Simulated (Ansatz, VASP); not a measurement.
## SnAs2C: VASP beside Ansatz

One calculation is typed for both programs; each brings its own data sets. How far apart do they land? The structure shown is the start of the Ansatz relaxation below; VASP solves that cell, so the two are compared at the walk's first step.

Method: plane waves, with VASP 6.6.1 beside it; single point at PBE with D3(BJ), in Ansatz 0.2.0.

## 1. Starting point

The cell holds 4 atoms: 1 Sn, 1 C and 2 As. Its edges and angles: a = 3.605 Å, b = 3.605 Å, c = 37.100 Å, α = 90.0°, β = 90.0°, γ = 120.0°. Vacuum lies along c.

## 2. Ansatz: relaxation, PBE with D3(BJ)

Ansatz runs on its PAW soft_1 files.

The two programs are compared at the cell with which this relaxation starts, whose forces are those of its first step.

input.yaml

```yaml
crystal:
  lattice:
    - [3.605, 0.0, 0.0]
    - [-1.8025, 3.1220215806, 0.0]
    - [0.0, 0.0, 37.1]
  atoms:
    - { symbol: Sn, position: [0.3333333333, 0.6666666667, 0.4332884097] }
    - { symbol: C, position: [0.6666666667, 0.3333333333, 0.4332884097] }
    - { symbol: As, position: [0.0, 0.0, 0.5667115903] }
    - { symbol: As, position: [0.3333333333, 0.6666666667, 0.5289757413] }
  periodic: [true, true, false]
kpoints:
  mp_grid: { grid: [6, 6, 1] }
hamiltonian:
  xc: pbe
  dispersion: d3bj
  pseudopotentials: { kind: paw, azcp: { folder: soft_1 } }
scf:
  occupations: { method: fermi_dirac, width: 0.02 }
relax:
  f_tol: 0.01
  max_steps: 100
  cell: {}
```

Run with:

```
ansatz run input.yaml --threads 4 --pin off --max-ram 17510MiB --backend cpu --events-out ev --progress --plain --runs-dir out
```

Numbers of over 12 decimals in the logs are rounded to 6 here.

The log of the run:

```text
Engine: ansatz 0.2.0, aarch64-unknown-linux-gnu
Pseudopotentials: kind: paw
Pseudopotential: Sn, paw, valence charge 14, recommended cutoff 420 eV (normal), soft_1/Sn.paw.azcp
Pseudopotential: C, paw, valence charge 4, recommended cutoff 420 eV (normal), soft_1/C.paw.azcp
Pseudopotential: As, paw, valence charge 15, recommended cutoff 420 eV (normal), soft_1/As.paw.azcp
Functional definition: PBE
  parameter kappa = 0.804
  parameter beta = 0.066725
  exchange = pbe_x(kappa = kappa, mu = beta*pi^2/3)
  correlation = pbe_c(beta = beta)
Crystal: 4 atoms, lattice volume = 417.556 Å³
Basis set: ecut = 420 eV, 8043 PW (Γ), exchange–correlation on 50×50×500 points (8 copies of the dense FFT grid, shifted against one another)
Bands: 29, of which v1, the nominal top of the filled ones, is band 24 counted from 1 (23 counted from 0)
Symmetry: 6 space group operations
Space group: P3m1 (ITA 156), of the structure as read, at distance tolerance 7.5e-5 Å
k-points: 7 of 36 (time reversal used)
Non-local potential: Sn, projectors of the file, l = 0: 2, l = 1: 2, l = 2: 2, l = 3: 1
Non-local potential: C, projectors of the file, l = 0: 2, l = 1: 2, l = 2: 1
Non-local potential: As, projectors of the file, l = 0: 2, l = 1: 2, l = 2: 3, l = 3: 1
PAW form: soft (Blöchl's): semilocal exchange-correlation on the pseudo side does not see the compensation charge
PAW one-centre angular grid: Sn, 590 points (default); XC on 64 Gauss nodes
PAW one-centre angular grid: C, 110 points (default); XC on 64 Gauss nodes
PAW one-centre angular grid: As, 590 points (default); XC on 64 Gauss nodes
Initial density: superposition of atomic densities (neutral atoms: chi_scale 0, normalization atom)
Initial wavefunctions: pseudopotential atomic-orbital guess
Functional: x = pbe(κ = 0.804, μ = 0.219515), c = pbe(β = 0.066725)
SCF iter   1: F=—  HF=-15988.342663 eV  |F-HF|=—  |Δ(HF+E_count)|=         —  Δρ=3.83e-2  dr2=1.12e1  ethr=3.10e-3  ⟨swp⟩=13.6  Hψ=1299  notcnv=0
preconditioner: auto → Resta (q_TF=auto, 1.902 Å⁻¹)  ε∞=1.7  [insulator: Δε(μ)=0.219 eV  Ē_g=9.084 eV  σ=0.020 eV  W_gap=0.99  n_scr=22 (ndim 8)  ℏωp=7.7 eV  f_vac=0.745  D(μ)=0.03/eV (n_scr^D=0)  ε∞_Penn≈1.7  vacuum switching on, ρ_ref=6.0e-3 e/Å³]
SCF iter   2: F=—  HF=-15987.006551 eV  |F-HF|=—  |Δ(HF+E_count)|=    1.34e0  Δρ=2.93e-2  dr2=2.72e1  ethr=3.10e-3  ⟨swp⟩=4.9  Hψ=492  notcnv=0  defer=6  recentre
preconditioner: auto → LDOS  [insulator: Δε(μ)=0.127 eV  Ē_g=8.308 eV  σ=0.020 eV  W_gap=0.67  n_scr=22 (ndim 8)  ℏωp=7.7 eV  f_vac=0.749  D(μ)=9.89/eV (n_scr^D=54)  ε∞_Penn≈1.9  β→1.0]
SCF iter   3: F=—  HF=-15985.994825 eV  |F-HF|=—  |Δ(HF+E_count)|=    1.01e0  Δρ=1.30e-2  dr2=1.32e0  ethr=3.10e-3  ⟨swp⟩=4.1  Hψ=432  notcnv=0  defer=4
SCF iter   4: F=—  HF=-15986.181912 eV  |F-HF|=—  |Δ(HF+E_count)|=   1.87e-1  Δρ=9.81e-3  dr2=4.02e0  ethr=2.76e-3  ⟨swp⟩=4.0  Hψ=395  notcnv=0  defer=7  recentre
SCF iter   5: F=—  HF=-15985.779696 eV  |F-HF|=—  |Δ(HF+E_count)|=   4.02e-1  Δρ=3.67e-3  dr2=4.04e-1  ethr=2.76e-3  ⟨swp⟩=4.1  Hψ=367  notcnv=0  defer=7
SCF iter   6: F=—  HF=-15985.731005 eV  |F-HF|=—  |Δ(HF+E_count)|=   4.87e-2  Δρ=8.78e-4  dr2=9.54e-3  ethr=8.41e-4  ⟨swp⟩=3.4  Hψ=352  notcnv=0  defer=6
SCF iter   7: F=—  HF=-15985.730950 eV  |F-HF|=—  |Δ(HF+E_count)|=   5.42e-5  Δρ=3.78e-4  dr2=7.72e-4  ethr=1.99e-5  ⟨swp⟩=4.0  Hψ=345  notcnv=0  defer=6
SCF iter   8: F=—  HF=-15985.731336 eV  |F-HF|=—  |Δ(HF+E_count)|=   3.85e-4  Δρ=1.33e-4  dr2=1.11e-3  ethr=1.61e-6  ⟨swp⟩=3.9  Hψ=419  notcnv=0  defer=6
SCF iter   9: F=—  HF=-15985.731201 eV  |F-HF|=—  |Δ(HF+E_count)|=   1.35e-4  Δρ=6.61e-5  dr2=1.20e-4  ethr=1.61e-6  ⟨swp⟩=2.3  Hψ=230  notcnv=0  defer=6
SCF iter  10: F=—  HF=-15985.731192 eV  |F-HF|=—  |Δ(HF+E_count)|=   8.48e-6  Δρ=1.95e-5  dr2=6.24e-6  ethr=2.51e-7  ⟨swp⟩=3.0  Hψ=278  notcnv=0  defer=6
SCF iter  11: F=—  HF=-15985.731175 eV  |F-HF|=—  |Δ(HF+E_count)|=   1.70e-5  Δρ=5.72e-6  dr2=5.32e-7  ethr=1.30e-8  ⟨swp⟩=3.4  Hψ=369  notcnv=0  defer=5
SCF iter  12: F=-15985.731175 eV  HF=-15985.731175 eV  |F-HF|=3.86e-8  |Δ(HF+E_count)|=   1.06e-8  Δρ=1.28e-6  dr2=4.46e-8  ethr=2.08e-10  ⟨swp⟩=7.1  Hψ=921  notcnv=0
SCF 1 converged in 12 iterations: F = -15985.731175 eV  dr2 = 4.46e-8
  greatest PAW one-centre occupation: 0.999 electrons in one spin orbital (limit 2), on the As atom at site 3 (counted from 0), in its partial waves of l = 2
relax step   1: F+E_penalty+E_count = -15985.73117509 eV  Δ(F+E_penalty+E_count) = +0.000e0 eV  max|allowed force component| = 2.450e-1 eV/Å  Δτ_max = 0.0000 Å  P = -1.212 N/m  Ω = 417.556 Å³  fix = [c, alpha, beta]  reactions: c -0.000 N/m  (12 SCF iters, dr2 threshold 1.00e-7 eV, accepted)
[...]
relax step   2: F+E_penalty+E_count = -15985.75602176 eV  Δ(F+E_penalty+E_count) = -2.485e-2 eV  max|allowed force component| = 5.003e-2 eV/Å  Δτ_max = 0.1947 Å  P = +0.316 N/m  Ω = 414.466 Å³  energy of the carried Pulay correction = +1.976e-4 eV  fix = [c, alpha, beta]  reactions: c +0.000 N/m  (9 SCF iters, dr2 threshold 4.00e-7 eV, accepted)
[...]
relax step   3: F+E_penalty+E_count = -15985.75738857 eV  Δ(F+E_penalty+E_count) = -1.367e-3 eV  max|allowed force component| = 6.206e-2 eV/Å  Δτ_max = 0.0612 Å  P = -0.070 N/m  Ω = 415.195 Å³  energy of the carried Pulay correction = +1.509e-4 eV  fix = [c, alpha, beta]  reactions: c -0.000 N/m  (9 SCF iters, dr2 threshold 1.56e-7 eV, accepted)
[...]
relax step   4: F+E_penalty+E_count = -15985.75811391 eV  Δ(F+E_penalty+E_count) = -7.253e-4 eV  max|allowed force component| = 9.765e-3 eV/Å  Δτ_max = 0.0201 Å  P = +0.025 N/m  Ω = 414.906 Å³  energy of the carried Pulay correction = +1.693e-4 eV  fix = [c, alpha, beta]  reactions: c +0.000 N/m  (7 SCF iters, dr2 threshold 2.41e-7 eV, accepted)
[...]
relax step   5: F+E_penalty+E_count = -15985.75794523 eV  Δ(F+E_penalty+E_count) = +1.687e-4 eV  max|allowed force component| = 9.841e-3 eV/Å  Δτ_max = 0.0000 Å  P = +0.023 N/m  Ω = 414.906 Å³  fix = [c, alpha, beta]  reactions: c +0.000 N/m  stress off target by 2.26e-2 N/m on what of the cell is left free  SCF on the basis re-selected at this cell (its energy is not comparable with the rows above)  (8 SCF iters)
basis re-selected at this cell: Δ(F+E_penalty+E_count) = +1.687e-4 eV, ΔP = -0.002 N/m vs the last step (what re-selecting the basis moved, of the pressure what is left beyond the Pulay correction that the steps carried, after the strain that the cell walked since its last selection, with what the two solves' SCF thresholds leave and, on support functions, any second-order correction that the steps lacked; it is no m [...]
SCF converged after 8 iterations
Free energy (F): -15985.757945 eV
Harris-Foulkes:  -15985.757945 eV  (|F-HF|=4.55e-11)
Internal energy: -15985.757945 eV  (E = F + TS)
E sigma→0 (E₀):  -15985.757945 eV
Fermi energy:    -4.225313 eV
--- Per-component energies (eV) ---
  E_band       = -1250.862050
  E_kinetic    = 444.656142
  E_local      = -134979.145728  (includes V_loc(G=0)·N_el)
  E_nonlocal   = -617.013332
  E_hartree    = 67370.175813
  E_xc         = -310.795014
  E_vxc        = -281.829784  (∫ρ·V_xc dr)
  E_paw        = -8497.617346  (= ΣΔE_a)
  E_vpaw       = -557.881647  (= ΣTr[D̂ρ^β])
  E_aug_tail   = 0.000310  (compensation charges beyond the density's cutoff)
  E_ewald      = 60604.900084
  E_disp       = -0.918876  (pairwise vdW)
  E_smearing   = -0.000000  (= −TS)
  E_closure    = -0.000000  (closes the sum)
  Σ components = -15985.757945   (vs F -15985.757945, Δ=0.00e0)
--- Forces (eV/Å), atoms counted from 1 ---
  atom   1  Sn     0.00000000    -0.00000000     0.00984056
  atom   2  C      0.00000000     0.00000000    -0.00542824
  atom   3  As     0.00000000    -0.00000000    -0.00497154
  atom   4  As     0.00000000     0.00000000     0.00055848
  max |Σ_I F_I| component: 7.46e-7 eV/Å
--- 2D stress c σ (N/m, compression-positive) ---
        0.022627      -0.000000       0.000000
       -0.000000       0.022627       0.000000
        0.000000       0.000000       0.000000
  P = ½ c Tr σ = 0.0226 N/m
--- Relaxed structure (4 steps of the walk, 4 accepted, 1 SCFs on fresh bases) ---
  F+E_penalty+E_count = -15985.75794523 eV   max|allowed force component| = 9.841e-3 eV/Å   (the final SCF, on the basis selected at the relaxed cell)
  cell:  # Å, volume = 414.9062 Å³
    - [3.593542, 0.0, 0]
    - [-1.796771, 3.112098, 0]
    - [0, 0, 37.1]
  atoms:
    - { symbol: Sn, position: [0.333333, 0.666667, 0.437877] }
    - { symbol: C, position: [0.666667, 0.333333, 0.436455] }
    - { symbol: As, position: [-9.796744334497476e-17, 1.7347234758152475e-17, 0.562582] }
    - { symbol: As, position: [0.333333, 0.666667, 0.525351] }
```

Reading the cycles: dr2 is the Hartree energy of the density residual (eV), the measure of convergence; HF is the Harris–Foulkes estimate of the energy, which meets the free energy F at convergence.

## 3. VASP: single point, PBE with D3(BJ), start cell

The same cell, functional, mesh and smearing now go to VASP, with its own data sets.

Lines of VASP's logs that name or quote its potential files are left out, and so is its time.

INCAR

```
SYSTEM = SnAs2C
PREC = Accurate
ENCUT = 520
EDIFF = 1E-06
NELM = 120
ISMEAR = -1
SIGMA = 0.02
LREAL = .FALSE.
ALGO = Normal
GGA = PE
IVDW = 12
NBANDS = 20
LORBIT = 11
LWAVE = .FALSE.
LCHARG = .FALSE.
ISIF = 2
LDIPOL = .TRUE.
IDIPOL = 3
DIPOL = 0.5 0.5 0.49
LVHAR = .TRUE.
LASPH = .TRUE.
GGA_COMPAT = .FALSE.
EFERMI = MIDGAP
NELMDL = -8
```

POSCAR

```
SnAs2C
1.0
    3.6050000000      0.0000000000      0.0000000000
   -1.8025000000      3.1220220000      0.0000000000
    0.0000000000      0.0000000000     37.1000000000
Sn C As
1 1 2
Direct
    0.3333333333      0.6666666667      0.4332884097
    0.6666666667      0.3333333333      0.4332884097
    0.0000000000      0.0000000000      0.5667115903
    0.3333333333      0.6666666667      0.5289757412
```

KPOINTS

```
Automatic mesh
0
Gamma
6 6 1
0 0 0
```

PAW data sets: Sn_d, C and As (PBE family, release 64).

Run with:

```
mpirun -np 1 vasp_std
```

The log of the run:

```text
[banner, memory and clock lines left out]
running    1 mpi-ranks, on    1 nodes
 distrk:  each k-point on    1 cores,    1 groups
 distr:  one band on    1 cores,    1 groups

 POSCAR found type information on POSCAR SnC As
 POSCAR found :  3 types and       4 ions
 LDA part: xc-table for (Slater+PW92), standard interpolation
 POSCAR, INCAR and KPOINTS ok, starting setup
 FFT: planning ... GRIDC
 FFT: planning ... GRID_SOFT
 FFT: planning ... GRID
 WAVECAR not read
 entering main loop
       N       E                     dE             d eps       ncg     rms          rms(c)
DAV:   1     0.184126091798E+03    0.18413E+03   -0.11104E+04   336   0.105E+03
DAV:   2     0.743885916790E+00   -0.18338E+03   -0.17724E+03   400   0.216E+02
DAV:   3    -0.218126125139E+02   -0.22556E+02   -0.22458E+02   376   0.892E+01
DAV:   4    -0.224241197759E+02   -0.61151E+00   -0.60857E+00   396   0.178E+01
DAV:   5    -0.224367125769E+02   -0.12593E-01   -0.12589E-01   372   0.263E+00
DAV:   6    -0.224374302316E+02   -0.71765E-03   -0.71765E-03   436   0.535E-01
DAV:   7    -0.224374345728E+02   -0.43411E-05   -0.43410E-05   396   0.403E-02
DAV:   8    -0.224374347626E+02   -0.18981E-06   -0.18971E-06   376   0.752E-03    0.904E+00
DAV:   9    -0.197076205467E+02    0.27298E+01   -0.13712E+01   428   0.227E+01    0.366E+00
DAV:  10    -0.197922217531E+02   -0.84601E-01   -0.16700E+00   336   0.585E+00    0.228E+00
DAV:  11    -0.197752436296E+02    0.16978E-01   -0.33253E-01   392   0.414E+00    0.686E-01
DAV:  12    -0.197559734203E+02    0.19270E-01   -0.73721E-02   380   0.179E+00    0.185E-01
DAV:  13    -0.197560724606E+02   -0.99040E-04   -0.10255E-02   368   0.614E-01    0.129E-01
DAV:  14    -0.197558376393E+02    0.23482E-03   -0.15645E-03   360   0.210E-01    0.502E-02
[...]
DAV:  20    -0.197560714978E+02   -0.91001E-04   -0.59694E-06   304   0.986E-03    0.223E-03
DAV:  21    -0.197561047911E+02   -0.33293E-04   -0.71049E-07   308   0.504E-03    0.119E-03
DAV:  22    -0.197561422300E+02   -0.37439E-04   -0.18036E-06   276   0.473E-03    0.781E-04
DAV:  23    -0.197561440621E+02   -0.18321E-05   -0.25448E-08   252   0.111E-03    0.465E-04
DAV:  24    -0.197561560550E+02   -0.11993E-04   -0.58295E-07   244   0.190E-03    0.286E-04
DAV:  25    -0.197561583802E+02   -0.23252E-05   -0.66170E-08   268   0.127E-03    0.243E-04
DAV:  26    -0.197561601535E+02   -0.17733E-05   -0.51804E-08   236   0.110E-03    0.109E-04
DAV:  27    -0.197561606786E+02   -0.52509E-06   -0.14812E-08   224   0.617E-04
   1 F= -.20626315E+02 E0= -.20626315E+02  d E =-.128815E-11
```

Parts of OUTCAR (step 3):

```text
ion  position               nearest neighbor table
   1  0.333  0.667  0.433-   2 2.08   2 2.08   2 2.08
   2  0.667  0.333  0.433-   1 2.08   1 2.08   1 2.08
   3  0.000  0.000  0.567-   4 2.51   4 2.51   4 2.51
   4  0.333  0.667  0.529-   3 2.51   3 2.51   3 2.51

  LATTYP: Found a hexagonal cell.
 ALAT       =     3.6050000000
 C/A-ratio  =    10.2912621359

 Subroutine GETGRP returns: Found  6 space group operations
 (whereof  6 operations were pure point group operations)

The static configuration has the point symmetry C_3v.

 Found      7 irreducible k-points:

   k-points           NKPTS =      7   k-points in BZ     NKDIM =      7   number of bands    NBANDS=     20

   dimension x,y,z NGX =    28 NGY =   28 NGZ =  280
   dimension x,y,z NGXF=    56 NGYF=   56 NGZF=  560

   ENCUT  =  520.0 eV  38.22 Ry    6.18 a.u.   6.70  6.70 68.98*2*pi/ulx,y,z

   NELECT =      28.0000    total number of electrons

 k-points in reciprocal lattice and weights: Automatic mesh
   0.00000000  0.00000000  0.00000000       0.028
   0.16666667  0.00000000  0.00000000       0.167
   0.33333333 -0.00000000  0.00000000       0.167
   0.50000000  0.00000000  0.00000000       0.083
   0.16666667  0.16666667  0.00000000       0.167
   0.33333333  0.16666667  0.00000000       0.333
   0.33333333  0.33333333  0.00000000       0.056

 dipolmoment           0.000000      0.000000      0.004306 electrons x Angstroem

 average (electrostatic) potential at core
       1-109.2506       2 -56.8305       3 -57.5693       4 -57.5951

 E-fermi :  -2.2356

 k-point     1 :       0.0000    0.0000    0.0000
  band No.  band energies     occupation
    ...
     10      -3.7216      2.00000
     11      -3.3550      2.00000
     12      -3.3550      2.00000
     13      -3.2955      2.00000
     14      -3.2955      2.00000
     15      -1.7358      0.00000
     16      -1.0772      0.00000
     17       0.1439      0.00000
     18       0.1439      0.00000
     19       1.3071      0.00000
    ...

 k-point     2 :       0.1667    0.0000    0.0000
  band No.  band energies     occupation
    ...
     10      -5.4696      2.00000
     11      -5.2076      2.00000
     12      -4.0085      2.00000
     13      -3.8823      2.00000
     14      -3.5086      2.00000
     15      -1.1006      0.00000
     16      -0.2386      0.00000
     17       0.7525      0.00000
     18       0.7935      0.00000
     19       1.6242      0.00000
    ...

 k-point     3 :       0.3333   -0.0000    0.0000
  band No.  band energies     occupation
    ...
     10      -7.0031      2.00000
     11      -4.8946      2.00000
     12      -4.7809      2.00000
     13      -4.5741      2.00000
     14      -3.7248      2.00000
     15      -1.6619      0.00000
     16       0.1118      0.00000
     17       0.1727      0.00000
     18       1.1341      0.00000
     19       1.1939      0.00000
    ...

 Edisp (eV)   -0.87015

  Total      -0.83077    -0.83077    -0.64917     0.00000    -0.00000     0.00000
  in kB      -3.18770    -3.18770    -2.49088     0.00000    -0.00000     0.00000
  external pressure =       -2.96 kB  Pullay stress =        0.00 kB

  energy-cutoff  :      520.00
  volume of cell :      417.56
      direct lattice vectors                 reciprocal lattice vectors
     3.605000000  0.000000000  0.000000000     0.277392510  0.160152619  0.000000000
    -1.802500000  3.122022000  0.000000000     0.000000000  0.320305238  0.000000000
     0.000000000  0.000000000 37.100000000     0.000000000  0.000000000  0.026954178

 POSITION                                       TOTAL-FORCE (eV/Angst)
 -----------------------------------------------------------------------------------
     -0.00000      2.08135     16.07500         0.000000      0.000000      0.135490
      1.80250      1.04067     16.07500         0.000000     -0.000000     -0.022965
      0.00000      0.00000     21.02500        -0.000000     -0.000000     -0.167003
     -0.00000      2.08135     19.62500        -0.000000      0.000000      0.054478
 -----------------------------------------------------------------------------------
    total drift:                               -0.000002     -0.000004      0.000194

  FREE ENERGIE OF THE ION-ELECTRON SYSTEM (eV)
  ---------------------------------------------------
  free  energy   TOTEN  =       -20.6263151541 eV

  energy  without entropy=      -20.6263151541  energy(sigma->0) =      -20.62631515

 vacuum level on the upper side and lower side of the slab         1.994         1.925

 total charge
# of ion       s       p       d       tot
------------------------------------------
    1        1.090   1.286  10.111  12.487
    2        0.847   1.480   0.000   2.327
    3        1.294   1.372   0.041   2.707
    4        1.295   1.371   0.042   2.708
--------------------------------------------------
tot          4.527   5.508  10.194  20.229

[... 3 further parts left out ...]
```

## 4. Differences

Known differences besides the potentials themselves: Ansatz cuts the interaction across the vacuum, VASP repeats the sheet with a dipole correction; the data sets hold 48 valence electrons in Ansatz (on its PAW soft_1 files) and 28 in VASP; the cutoff is 420 eV in Ansatz and 520 eV in VASP. Total energies have different zeros and are not compared.

Forces (eV/Å; atoms numbered as in POSCAR):

| atom | Ansatz x, y, z | VASP x, y, z |
| --- | --- | --- |
| Sn1 | 0.000, 0.000, 0.134 | 0.000, 0.000, 0.135 |
| C2 | 0.000, 0.000, -0.022 | 0.000, 0.000, -0.023 |
| As3 | 0.000, 0.000, -0.245 | 0.000, 0.000, -0.167 |
| As4 | 0.000, 0.000, 0.134 | 0.000, 0.000, 0.054 |

The forces differ by 32 meV/Å r.m.s., which is 49.8 % of the r.m.s. force of 0.064 eV/Å (both taken over all components). With vacuum in the cell, a pressure given here is an average over mostly empty space and none of the material.

## 5. Further runs

Further runs change the set-up of one program: Ansatz's method, potentials or start, or VASP's data sets, cutoff or form of LDA. The table gives that difference for each run.

| run | r.m.s. force difference (meV/Å) |
| --- | --- |
| as above | 32 |
| VASP with the data sets Sn_d, C and As_d | 8.2 |

## 6. Outcome

| Item | Value |
| --- | --- |
| r.m.s. force difference (single point, PBE with D3(BJ), start cell) | 32 meV/Å |

**Reading.** The r.m.s. force difference is 32 meV/Å (single point, PBE with D3(BJ), start cell), beyond the 12 meV/Å picked in this series as the mark of a large difference. The data sets hold unlike numbers of valence electrons (48 in Ansatz and 28 in VASP), so part of the differences comes from the potentials. Single point, PBE with D3(BJ), start cell, VASP with the data sets Sn_d, C and As_d: r.m.s. force difference goes from 32 to 8.2 meV/Å. 1 further run of this series is not shown here. Such differences can come from data sets, numerical settings and the points named under the comparisons, not from the functional's error against experiment.

[Lines on the potential files, build, host, timing and source positions are cut from VASP's logs without a mark.]

[Logs are printed without paths, hosts, clocks, repeated set-up lines and the standing remarks that a program may print on its own settings, such as how far it seeks lower states.]

[Hosts, paths, dates, database ids (printed as entryN), source tags and the programs' standing remarks are cut or masked in the printed files.]
